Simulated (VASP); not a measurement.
Here is the system:

```
TaS2
1.0
    3.33895     0.00000     0.00000
   -1.66948     2.89162     0.00000
    0.00000     0.00000    17.58547
Ta S
2 4
Direct
  0.66667   0.33333   0.25000
  0.33333   0.66667   0.75000
  0.00000   0.00000   0.33811
  0.00000   0.00000   0.66189
  0.00000   0.00000   0.83811
  0.00000   0.00000   0.16189
```

All values below come from LDA (Ceperley-Alder, Perdew-Zunger), VASP's LDA PAW potentials (set 64) (plane waves; VASP). Run with 300 eV cut-off, 8×8×2 Γ-centred mesh, Fermi-Dirac smearing of 0.10 eV, potentials Ta_pv S.

At this cut-off the stress carries a Pulay error, which pulls relaxed volumes low. Unless said otherwise, spin-orbit coupling is left out, though it shifts the bands of the heavy elements here.

**Question.** Predict the energy per atom (σ→0), pressure, band gap (on the k-mesh) with the smallest direct gap where there is one.

**Answer.** 
```json
{
 "band gap (on the k-mesh)": "none (metal, semimetal or under 0.01 eV)",
 "energy per atom (σ→0)": "-815.8 kJ/mol of atoms",
 "pressure": "-36.5 kbar"
}
```

Total energies compare only between runs with the same potentials, cut-off and functional.

The structure comes from a computed database's TaS2 entry (P6_3/mmc); how it stands against other phases isn't given here. The cell was not relaxed at this level.
